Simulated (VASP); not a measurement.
Output of a VASP run:

File OSZICAR:
```
...
DAV:  11    -0.255069706348E+02    0.71510E-05   -0.51055E-04  2880   0.164E-01    0.310E-02
DAV:  12    -0.255069726458E+02   -0.20109E-05   -0.76979E-05  2608   0.789E-02    0.142E-02
DAV:  13    -0.255069722485E+02    0.39727E-06   -0.69078E-06  2520   0.258E-02
   1 F= -.25506972E+02 E0= -.25506964E+02  d E =-.255070E+02
       N       E                     dE             d eps       ncg     rms          rms(c)
DAV:   1    -0.255119842969E+02   -0.50117E-02   -0.27652E-01  2384   0.357E+00    0.357E-01
DAV:   2    -0.255089411922E+02    0.30431E-02   -0.10766E-02  2936   0.936E-01    0.179E-01
DAV:   3    -0.255081945635E+02    0.74663E-03   -0.37951E-03  3184   0.784E-01    0.132E-01
DAV:   4    -0.255078221864E+02    0.37238E-03   -0.11118E-03  2968   0.350E-01    0.434E-02
DAV:   5    -0.255078034957E+02    0.18691E-04   -0.11330E-04  2528   0.770E-02    0.235E-02
DAV:   6    -0.255078026549E+02    0.84085E-06   -0.10943E-05  2744   0.359E-02    0.100E-02
DAV:   7    -0.255078021517E+02    0.50316E-06   -0.32998E-06  1808   0.223E-02
   2 F= -.25507802E+02 E0= -.25507915E+02  d E =-.829903E-03
       N       E                     dE             d eps       ncg     rms          rms(c)
DAV:   1    -0.255078324281E+02   -0.29773E-04   -0.17909E-03  2384   0.288E-01    0.283E-02
DAV:   2    -0.255078128894E+02    0.19539E-04   -0.68479E-05  2936   0.749E-02    0.141E-02
DAV:   3    -0.255078081359E+02    0.47534E-05   -0.23435E-05  2984   0.615E-02    0.104E-02
DAV:   4    -0.255078057541E+02    0.23819E-05   -0.70091E-06  2552   0.280E-02    0.349E-03
DAV:   5    -0.255078056190E+02    0.13513E-06   -0.74397E-07  1216   0.674E-03
   3 F= -.25507806E+02 E0= -.25507925E+02  d E =-.833370E-03
       N       E                     dE             d eps       ncg     rms          rms(c)
DAV:   1    -0.255087559553E+02   -0.95020E-03   -0.52730E-02  2352   0.182E+00    0.205E-01
DAV:   2    -0.255078985484E+02    0.85741E-03   -0.45306E-03  2352   0.628E-01    0.824E-02
DAV:   3    -0.255078676317E+02    0.30917E-04   -0.15200E-04  2664   0.108E-01    0.516E-02
DAV:   4    -0.255078590765E+02    0.85552E-05   -0.32036E-05  2992   0.572E-02    0.138E-02
DAV:   5    -0.255078568128E+02    0.22637E-05   -0.17312E-05  2704   0.566E-02    0.819E-03
DAV:   6    -0.255078562135E+02    0.59928E-06   -0.20005E-06  1368   0.127E-02
   4 F= -.25507856E+02 E0= -.25507986E+02  d E =-.505945E-04
       N       E                     dE             d eps       ncg     rms          rms(c)
DAV:   1    -0.255079278430E+02   -0.71030E-04   -0.38681E-03  2352   0.488E-01    0.552E-02
DAV:   2    -0.255078638706E+02    0.63972E-04   -0.33058E-04  2352   0.169E-01    0.217E-02
DAV:   3    -0.255078625155E+02    0.13551E-05   -0.10996E-05  2672   0.289E-02    0.135E-02
DAV:   4    -0.255078629009E+02   -0.38547E-06   -0.16749E-06  1264   0.131E-02
   5 F= -.25507863E+02 E0= -.25507990E+02  d E =-.572820E-04
       N       E                     dE             d eps       ncg     rms          rms(c)
DAV:   1    -0.255079038124E+02   -0.41297E-04   -0.30148E-02  2352   0.102E+00    0.458E-02
DAV:   2    -0.255079114544E+02   -0.76421E-05   -0.42901E-04  2712   0.203E-01    0.281E-02
DAV:   3    -0.255079090849E+02    0.23695E-05   -0.12147E-05  2560   0.242E-02    0.185E-02
DAV:   4    -0.255079089440E+02    0.14096E-06   -0.43654E-06  2096   0.268E-02
   6 F= -.25507909E+02 E0= -.25508049E+02  d E =-.460430E-04
```

### OUTCAR
```
------------------------ aborting loop because EDIFF is reached ----------------------------------------
  FORCE on cell =-STRESS in cart. coord.  units (eV):
  Direction    XX          YY          ZZ          XY          YZ          ZX
  --------------------------------------------------------------------------------------
  Total        0.0099182      0.0099182      0.0099182      0.0024390     -0.0024390     -0.0024390
  in kB        0.2617326      0.2617326      0.2617326      0.0643626     -0.0643626     -0.0643626
  external PRESSURE =       0.2617326 kB  Pullay stress =       0.0000000 kB
  volume of cell :       60.71
      direct lattice vectors                 reciprocal lattice vectors
     0.000000000  1.941408305  1.941408305    -0.254469248  0.260620750  0.254469248
     1.941408305  0.000000000  1.941408305     0.260620750 -0.254469248  0.254469248
     7.958008924  7.958008924 -0.192375704     0.062079437  0.062079437 -0.062079437
 POSITION                                       TOTAL-FORCE (eV/Angst)
 -----------------------------------------------------------------------------------
      2.00155      2.00155      3.82267        -0.005898     -0.005898      0.005898
      1.92936      1.92936      0.01205         0.005898      0.005898     -0.005898
      3.95237      3.95237     -0.06956        -0.005191     -0.005191      0.005191
      7.93655      7.93655      3.71190         0.005191      0.005191     -0.005191
 -----------------------------------------------------------------------------------
    total drift:                                0.000000      0.000000      0.000000
  FREE ENERGIE OF THE ION-ELECTRON SYSTEM (eV)
  ---------------------------------------------------
  free  energy   TOTEN  =       -25.5079089440 eV

  energy  without entropy=      -25.5083298205  energy(sigma->0) =      -25.50804924

 reached required accuracy - stopping structural energy minimisation
```
(Selected blocks of OUTCAR.)

POSCAR:
```
Ag2Ir2
1
    0.0000000000     1.9437462816     1.9437462816
    1.9437462816     0.0000000000     1.9437462816
    7.9404203901     7.9404203901    -0.1654352636
Ir Ag
2 2
Direct
  0.9856771437   0.9856771437   0.0107421423
  0.0143228563   0.0143228563   0.2392578577
  0.0062136350   0.0062136350   0.4953397738
  0.9937863650   0.9937863650   0.7546602262
```

Problem. Reconstruct the remaining input files.

Solution. This is not unique; one that fits is the input of the run itself, PBEsol GGA, plane waves, VASP's PBE PAW potentials (set 64).

File KPOINTS:
```
Automatic mesh
0
Gamma
12 12 3
0 0 0
```

**INCAR**
```
! general
SYSTEM  = Ag2Ir2
PREC    = Accurate
ENCUT   = 400
LREAL   = F   ! projection in real space or not
LASPH   = T   ! aspherical one-centre terms

! electronic loop
EDIFF   = 1E-6
NELM    = 100   ! most electronic steps
ALGO    = Normal
LMAXMIX = 6   ! l cut-off of mixed one-centre charges

! smearing
ISMEAR  = 1   ! Methfessel-Paxton
SIGMA   = 0.1   ! width (eV)

! functional
GGA     = PS   ! PBEsol

! ions
IBRION  = 2   ! conjugate gradients
NSW     = 60   ! most ionic steps
ISIF    = 3   ! ions, shape and volume
EDIFFG  = -0.02   ! ionic stop

! output
LWAVE   = F
LCHARG  = F
```

POTCAR, in this order: Ir Ag (PBE.64 set). Program: vasp_std.

The structure was generated: Ag2Ir2 was put into an ordered model structure (R-3m), which need not be its known phase. This run relaxes it. Symmetry was kept, so distortions that lower it aren't found. The start is the result of an earlier pass.
